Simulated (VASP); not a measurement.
**TmCd₂ (space group P6/mmm): computed properties**

Calculation: PBEsol GGA, VASP's PBE PAW potentials (set 64) (plane waves; VASP).

For TmCd₂, the space group is P6/mmm (191), the cell is a = 4.840 Å, b = 4.840 Å, c = 3.321 Å, α = 90.00°, β = 90.00°, γ = 120.00° and the volume per atom comes out as 22.46 Å³/atom. The band gap (over mesh and band path) is none (metal, semimetal or under 0.01 eV). The band gap with spin-orbit coupling is none (metallic) and the density is 9.70 g/cm³.

```cif
data_Cd2Tm
_chemical_formula_sum 'Tm1 Cd2'
_space_group_name_H-M_alt 'P 1'
_space_group_IT_number 1
_cell_length_a 4.84033
_cell_length_b 4.84033
_cell_length_c 3.32126
_cell_angle_alpha 90.000
_cell_angle_beta 90.000
_cell_angle_gamma 120.000
loop_
_space_group_symop_operation_xyz
  'x, y, z'
loop_
_atom_site_label
_atom_site_type_symbol
_atom_site_fract_x
_atom_site_fract_y
_atom_site_fract_z
_atom_site_occupancy
Tm1 Tm 0.00000 0.00000 0.00000 1
Cd1 Cd 0.33333 0.66667 0.50000 1
Cd2 Cd 0.66667 0.33333 0.50000 1
```

The 4f electrons are frozen in the core of the lanthanide potential, so 4f levels, which can set the real gap, and their magnetism are missing.

The structure comes from a computed database's TmCd2 entry (P6/mmm); how it stands against other phases isn't given here. It was relaxed first. Symmetry was kept, so distortions that lower it aren't found. The electron count is odd and the run is not spin-polarised, which forces a metal.
